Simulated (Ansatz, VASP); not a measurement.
## Two plane-wave programs on Al5Sn

```
Al Sn
1.0
     5.41428    0.00000    0.00000
    -2.70714    4.68890    0.00000
     0.00000    0.00000    4.32239
Al Sn
5 1
Direct
  0.00000 0.50000 0.50000
  0.33333 0.66667 0.00000
  0.66667 0.33333 0.00000
  0.50000 0.00000 0.50000
  0.50000 0.50000 0.50000
  0.00000 0.00000 0.00000
```

Change from the starting cell: species swapped into the CeFe5 type (P6/mmm, No. 191).

Alike in both runs: task single point; functional PBE; k mesh 6 × 6 × 4; occupations gaussian, width 0.1 eV; no spin polarisation.

```csv
,VASP,Ansatz
version,VASP 6.6.1,Ansatz 0.2.0
potentials or method,"VASP PAW PBE potentials, release 64 (Al, Sn_d)","scalar-relativistic, plane waves, PAW"
plane-wave cutoff (eV),520,420
valence electrons in the cell,29,29
```

```tsv
	VASP	Ansatz	Ansatz less VASP
gap on the k mesh at the Fermi level (eV)	none	none	-
pressure (GPa)	6.4	6.5	+0.07
largest component of the traceless stress (GPa)	1.24	1.25	+0.008
```

A gap of «none» marks a metal or a gap that the smearing closes.

Caveats: the k mesh is coarse (spacing up to 0.36 Å⁻¹), so the values aren't converged.
